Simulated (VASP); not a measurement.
# InAs: relaxed cell and zone-centre modes, part 2 of 2

What lattice and vibrations does InAs have at one level of theory? The starting structure is a measured crystal structure from the Crystallography Open Database. All runs use PBEsol.

VASP 6.6.1.

So far. Step 2 (Relaxation): The relaxed cell holds 28.242 Å³ an atom, with a = 6.091 Å (+0.5 % against the database cell). Pressures at 0.985 and 1.015 times this volume, from two more relaxations that aren't shown, give a bulk modulus of 55.8 GPa. Step 3 (Modes of the relaxed cell): The zone-centre modes at 28.242 Å³ an atom are T2 208.2 cm⁻¹.

## (4) Modes at 0.97 of that volume

Level of this step: PBEsol; plane waves and PAW (In_d, As) (VASP).

Shape and positions were first relaxed at this volume, in a run that isn't shown.

Contents of INCAR:

```
SYSTEM = InAs
PREC = Accurate
ENCUT = 500
EDIFF = 1E-08
NELM = 100
ISMEAR = 0
SIGMA = 0.05
LREAL = .FALSE.
ALGO = Normal
GGA = PS
NBANDS = 15
LORBIT = 11
LWAVE = .FALSE.
LCHARG = .FALSE.
KPAR = 4
IBRION = 8
ISIF = 2
```

Contents of POSCAR:

```
InAs
1.0
    0.0000000000      3.0145449538      3.0145449538
    3.0145449538      0.0000000000      3.0145449538
    3.0145449538      3.0145449538      0.0000000000
In As
1 1
Direct
    0.0000000000      0.0000000000      0.0000000000
    0.7500000000      0.7500000000      0.7500000000
```

Contents of KPOINTS:

```
Automatic mesh
0
Gamma
12 12 12
0 0 0
```

PAW data sets: In_d and As (PBE family, release 64).

Run with:

```bash
$ mpirun -np 4 vasp_std
```

Output:

```text
[... set-up lines as in an earlier step ...]
 entering main loop
       N       E                     dE             d eps       ncg     rms          rms(c)
DAV:   1     0.111401073846E+03    0.11140E+03   -0.82009E+03  2167   0.126E+03
DAV:   2    -0.124172183640E+01   -0.11264E+03   -0.10829E+03  2328   0.302E+02
DAV:   3    -0.859383637438E+01   -0.73521E+01   -0.73106E+01  2811   0.780E+01
DAV:   4    -0.877456400054E+01   -0.18073E+00   -0.18068E+00  2675   0.135E+01
[...]
DAV:  15    -0.847979233321E+01   -0.44074E-07   -0.28543E-09  1969   0.671E-04    0.479E-04
DAV:  16    -0.847979235054E+01   -0.17330E-07   -0.10113E-09  1514   0.279E-04    0.124E-04
DAV:  17    -0.847979235410E+01   -0.35573E-08   -0.73263E-10  1346   0.214E-04
   1 F= -.84797924E+01 E0= -.84797689E+01  d E =-.469619E-04
 Linear response reoptimize wavefunctions to high precision
DAV:   1    -0.847979235569E+01   -0.15959E-08   -0.13012E-10  1731   0.148E-04
DAV:   2    -0.847979235569E+01    0.56843E-11   -0.44692E-11  1318   0.629E-05
 Linear response DOF=           2
 Linear response progress:
[...]
RMM:  12    -0.235402322308E+00    0.68904E-07   -0.23440E-07 17635   0.894E-05    0.301E-05
RMM:  13    -0.235402366334E+00   -0.44026E-07   -0.19015E-07 16406   0.550E-05    0.211E-05
RMM:  14    -0.235402373286E+00   -0.69514E-08   -0.53612E-08 16993   0.356E-05    0.118E-05
 first order change of Fermi-energy  -0.42456E-04
 force on displaced ion       1 direction 1 :  -7.811  -0.000  -0.000
 Linear response progress:
  Degree of freedom:   2/  2
       N       E                     dE             d eps       ncg     rms          rms(c)
RMM:   1    -0.467800554860E-01   -0.46780E-01    0.63998E-02 17166   0.157E+00
RMM:   2    -0.443621089675E-01    0.24179E-02    0.12833E-03 13289   0.582E-01    0.108E-01
RMM:   3    -0.450620250974E-01   -0.69992E-03   -0.19018E-03 15459   0.244E-01    0.472E-02
RMM:   4    -0.452632057634E-01   -0.20118E-03   -0.15398E-04 15717   0.800E-02    0.109E-02
[...]
RMM:   9    -0.452891993259E-01   -0.69163E-06   -0.22757E-08 15890   0.416E-04    0.932E-05
RMM:  10    -0.452893097041E-01   -0.11038E-06    0.43369E-08 17588   0.162E-04    0.883E-05
RMM:  11    -0.452893085408E-01    0.11633E-08   -0.30899E-08 16617   0.616E-05    0.162E-05
 first order change of Fermi-energy   0.30833E-03
 force on displaced ion       2 direction 1 :  -7.851   0.000   0.000
 Linear response finished
```

Run time: 82 s. Hardware: 4 MPI ranks of Intel Xeon Platinum 8488C (Sapphire Rapids), shared host; peak memory 2.3 GiB.

Parts of OUTCAR (step 4):

```text
  Total        0.6229066      0.6229066      0.6229066      0.0000000     -0.0000000      0.0000000
  in kB       18.2153799     18.2153799     18.2153799      0.0000000     -0.0000000      0.0000000
  external PRESSURE =      18.2153799 kB  Pullay stress =       0.0000000 kB

 POSITION                                       TOTAL-FORCE (eV/Angst)
 -----------------------------------------------------------------------------------
      0.00000      0.00000      0.00000        -0.000000     -0.000000     -0.000000
      4.52182      4.52182      4.52182         0.000000      0.000000      0.000000
 -----------------------------------------------------------------------------------
    total drift:                                0.000000      0.000000      0.000000

[... 1 part as in an earlier step ...]

[... 1 further part left out ...]
```

The zone-centre modes at 27.395 Å³ an atom are T2 216.8 cm⁻¹.

## (5) Modes at 1.03 of that volume

Shape and positions were first relaxed at this volume, in a run that isn't shown.

INCAR is that of step 4.

Contents of POSCAR:

```
InAs
1.0
    0.0000000000      3.0754612641      3.0754612641
    3.0754612641      0.0000000000      3.0754612641
    3.0754612641      3.0754612641      0.0000000000
In As
1 1
Direct
    0.0000000000      0.0000000000      0.0000000000
    0.7500000000      0.7500000000      0.7500000000
```

KPOINTS is that of step 4.

Run with:

```bash
$ mpirun -np 4 vasp_std
```

Output:

```text
[... set-up lines as in an earlier step ...]
 entering main loop
       N       E                     dE             d eps       ncg     rms          rms(c)
DAV:   1     0.112852010980E+03    0.11285E+03   -0.82034E+03  2167   0.123E+03
DAV:   2    -0.869329882591E+00   -0.11372E+03   -0.10934E+03  2356   0.300E+02
DAV:   3    -0.855352962636E+01   -0.76842E+01   -0.76435E+01  2748   0.794E+01
DAV:   4    -0.875369807092E+01   -0.20017E+00   -0.20009E+00  2636   0.143E+01
[...]
DAV:  12    -0.848146119909E+01   -0.25634E-06   -0.47273E-06  2417   0.198E-02    0.860E-03
DAV:  13    -0.848146132015E+01   -0.12106E-06   -0.10454E-06  2895   0.586E-03    0.411E-03
DAV:  14    -0.848146131544E+01    0.47094E-08   -0.61522E-08  2573   0.243E-03
   1 F= -.84814613E+01 E0= -.84814366E+01  d E =-.494106E-04
 Linear response reoptimize wavefunctions to high precision
DAV:   1    -0.848146136377E+01   -0.48329E-07   -0.25529E-09  2582   0.681E-04
DAV:   2    -0.848146136379E+01   -0.22055E-10   -0.29791E-10  1787   0.141E-04
 Linear response DOF=           2
 Linear response progress:
[...]
RMM:  13    -0.235682743135E+00   -0.39537E-07   -0.37604E-07 17934   0.525E-05    0.230E-06
RMM:  14    -0.235682716856E+00    0.26279E-07   -0.11054E-07 16402   0.346E-05    0.729E-06
RMM:  15    -0.235682717717E+00   -0.86119E-09   -0.92511E-08 15590   0.257E-05    0.125E-05
 first order change of Fermi-energy  -0.47335E-04
 force on displaced ion       1 direction 1 :  -6.715   0.000   0.000
 Linear response progress:
  Degree of freedom:   2/  2
       N       E                     dE             d eps       ncg     rms          rms(c)
RMM:   1    -0.465771218095E-01   -0.46577E-01    0.65792E-02 17127   0.147E+00
RMM:   2    -0.443549648006E-01    0.22222E-02    0.14238E-03 13229   0.536E-01    0.101E-01
RMM:   3    -0.450038108093E-01   -0.64885E-03   -0.17492E-03 15514   0.225E-01    0.440E-02
RMM:   4    -0.451820173199E-01   -0.17821E-03   -0.14203E-04 15755   0.757E-02    0.107E-02
[...]
RMM:   9    -0.452056786978E-01   -0.75135E-06   -0.97667E-09 16150   0.374E-04    0.929E-05
RMM:  10    -0.452057729080E-01   -0.94210E-07   -0.14221E-09 17606   0.150E-04    0.660E-05
RMM:  11    -0.452057741026E-01   -0.11947E-08   -0.37981E-08 16400   0.575E-05    0.140E-05
 first order change of Fermi-energy   0.30966E-03
 force on displaced ion       2 direction 1 :  -6.683   0.000   0.000
 Linear response finished
```

Run time: 90 s. Hardware: 4 MPI ranks; peak memory 2.4 GiB.

Parts of OUTCAR (step 5):

```text
  Total       -0.5580579     -0.5580579     -0.5580579      0.0000000      0.0000000     -0.0000000
  in kB      -15.3684136    -15.3684136    -15.3684136      0.0000000      0.0000000     -0.0000000
  external PRESSURE =     -15.3684136 kB  Pullay stress =       0.0000000 kB

 POSITION                                       TOTAL-FORCE (eV/Angst)
 -----------------------------------------------------------------------------------
      0.00000      0.00000      0.00000        -0.000000     -0.000000     -0.000000
      4.61319      4.61319      4.61319         0.000000      0.000000      0.000000
 -----------------------------------------------------------------------------------
    total drift:                                0.000000      0.000000     -0.000000

[... 1 part as in an earlier step ...]

[... 1 further part left out ...]
```

The zone-centre modes at 29.089 Å³ an atom are T2 200.4 cm⁻¹.

## (6) All runs side by side

| run | volume (Å³/atom) | T2 | core minutes |
| --- | --- | --- | --- |
| relaxation | 28.242 | - | 0.693 |
| modes of the relaxed cell | 28.242 | 208.2 | 6.4 |
| modes at 0.97 of that volume | 27.395 | 216.8 | 5.47 |
| modes at 1.03 of that volume | 29.089 | 200.4 | 6.0 |

Modes are in cm⁻¹, degenerate ones as one, matched by symmetry and order. A number in brackets counts the listed modes of one symmetry from the lowest. The symmetry labels come from an automatic analysis and can be wrong where levels nearly coincide. Core minutes are wall time times ranks of the run shown, on a shared host.

## (7) Results

```
relaxed volume                : 28.24 Å³/atom
bulk modulus from two volumes : 55.8 GPa
mode T2                       : 208.2 cm⁻¹
Grüneisen parameter of T2     : 1.31
```

In words: At the PBEsol level InAs relaxes to 28.24 Å³ an atom. The mode Grüneisen parameters, from the cells at 0.97 and 1.03 of the volume, come to 1.31 (T2). At a gap this small, or none, the modes can hang strongly on the k mesh, which isn't tested here. The frequencies are harmonic; if the crystal really has a gap, the splitting of its polar modes by their long-range field is missing too. All values are for a static lattice. Further runs on this material are not shown.

[Lines on the potential files, build, host, timing and source positions are cut from VASP's logs without a mark.]

[Logs are printed without paths, hosts, clocks, repeated set-up lines and the standing remarks that a program may print on its own settings, such as how far it seeks lower states.]

[Hosts, paths, dates, database ids (printed as entryN), source tags and the programs' standing remarks are cut or masked in the printed files.]
